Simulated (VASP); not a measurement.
A calculation with VASP 6.6.1 of SrSmCl2F2 (ASE script, structure by space group and Wyckoff sites):

The input run.py:

```python
from ase.calculators.vasp import Vasp
from ase.dft.bandgap import bandgap
from ase.spacegroup import crystal

atoms = crystal(
    ['Sm', 'Sr', 'Cl', 'Cl', 'F'],
    basis=[[0.0, 0.0, 0.227367], [0.5, 0.5, 0.795695], [0.0, 0.0, 0.631711], [0.5, 0.5, 0.344447], [0.0, 0.5, 0.00039]],
    spacegroup=99,
    setting=1,
    cellpar=[4.017548, 4.017548, 7.154313, 90.0, 90.0, 90.0],
    primitive_cell=True,
)
atoms.set_initial_magnetic_moments([5.0, 0.0, 0.0, 0.0, 0.0, 0.0])
calc = Vasp(
    directory='calc',
    xc='pbe',
    pp='PBE',
    setups={'base': 'minimal', 'Sm': '_3'},
    prec='Accurate',
    encut=600,
    ediff=1e-07,
    ismear=0,
    sigma=0.05,
    lreal=False,
    lasph=True,
    nelm=150,
    algo='Fast',
    isif=2,
    lwave=False,
    lcharg=False,
    ispin=2,
    lorbit=11,
    lmaxmix=6,
    kpts=[7, 7, 4],
    gamma=True,
    nbands=38,
)
atoms.calc = calc

print('energy (eV):', atoms.get_potential_energy())
print('free energy (eV):', atoms.get_potential_energy(force_consistent=True))
print('forces (eV/A):')
print(atoms.get_forces())
print('stress (eV/A^3, Voigt):', atoms.get_stress())
print('Fermi level (eV):', calc.get_fermi_level())
print('moment (muB):', atoms.get_magnetic_moment())
print('site moments (muB):', atoms.get_magnetic_moments())
gap, top, bottom = bandgap(calc)
print('band gap (eV):', gap, 'from (spin, k, band)', top, 'to', bottom)
```

Potentials or basis: VASP PAW PBE potentials, release 64 (Sm_3, Sr_sv, Cl, F), 4f in core.

Run with:

```bash
$ python run.py
```

The cell comes from a database or a generator and needn't be the stable form of this composition.

Problem. Write the same calculation in another form: native input, structure from a POSCAR.

Solution. As run:

Contents of INCAR:

```
ALGO = Fast ; EDIFF = 1E-7
ENCUT = 600 ; GGA = PE
ISIF = 2 ; ISMEAR = 0
ISPIN = 2 ; LASPH = T
LCHARG = F ; LMAXMIX = 6
LORBIT = 11 ; LREAL = F
LWAVE = F ; MAGMOM = 5 0 0 0 0 0
NBANDS = 38 ; NELM = 150
PREC = Accurate ; SIGMA = 0.05
```

Contents of KPOINTS:

```
k-points
0
Gamma
  7 7 4
```

Contents of POSCAR:

```
SrSmCl2F2
1.0
    4.0175480000      0.0000000000      0.0000000000
    0.0000000000      4.0175480000      0.0000000000
    0.0000000000      0.0000000000      7.1543130000
Sm Sr Cl F
1 1 2 2
Direct
    0.0000000000      0.0000000000      0.2273670000
    0.5000000000      0.5000000000      0.7956950000
    0.0000000000      0.0000000000      0.6317110000
    0.5000000000      0.5000000000      0.3444470000
    0.0000000000      0.5000000000      0.0003900000
    0.5000000000      0.0000000000      0.0003900000
```

Potentials or basis: VASP PAW PBE potentials, release 64 (Sm_3, Sr_sv, Cl, F), 4f in core.

Command:

```console
$ cat potpaw_PBE.64/Sm_3/POTCAR potpaw_PBE.64/Sr_sv/POTCAR potpaw_PBE.64/Cl/POTCAR potpaw_PBE.64/F/POTCAR > POTCAR
$ mpirun -np 1 vasp_std > vasp.out
```

Both were run:

|  | ASE script, structure by space group and Wyckoff sites | native input, structure from a POSCAR |
| --- | --- | --- |
| Pressure | -0.1 GPa | -0.1 GPa |
| Largest force | 0.070 eV/Å | 0.070 eV/Å |
| Band gap on the k mesh | none (metal or under the smearing width) | none (metal or under the smearing width) |
| Net moment | 0.42 μB per cell | 0.42 μB per cell |
| Site moments | Sm +0.22; Sr +0.01; Cl -0.00, +0.00; F +0.00 μB | Sm +0.22; Sr +0.01; Cl -0.00, +0.00; F +0.00 μB |
| Valence electrons inside the program's atomic spheres | Sm 8.85; Sr 7.97; Cl 5.17, 5.13; F 6.10 | Sm 8.85; Sr 7.97; Cl 5.17, 5.13; F 6.10 |

Keys that steer only the numerical path or the files written may differ.

Caveat: the magnetic or orbital state may not be the lowest; spin-orbit coupling is left out, which moves the levels of the heavy elements; the 4f electrons are frozen in the core as for a trivalent ion, so they carry no moment and show no levels.
